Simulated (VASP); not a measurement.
Energy against volume of SrCl$_{2}$ (fluorite). Level of theory: TPSS meta-GGA, VASP's PBE PAW potentials (set 64) (plane waves; VASP). Settings: 520 eV cut-off, 6×6×6 Γ-centred mesh, Gaussian smearing of 0.050 eV, potentials Sr_sv Cl.

```tsv
V (Å³/atom)	E (eV/atom)
27.104	-10.92982
27.969	-10.94014
28.834	-10.94385
29.699	-10.94194
```

Problem. Fit these four points and predict the energy of the run at 30.564 Å³/atom.

Solution. A cubic in V^(−2/3), the third-order Birch-Murnaghan form, passes through the four points with V0 = 28.95 Å³/atom and B0 = 34 GPa, and gives -10.9352 eV/atom there. The run gave -10.9353 eV/atom, -0.1 meV/atom from the fit; all five points give B0 = 34 GPa.

The compound is SrCl2 in the fluorite structure. It was relaxed first.
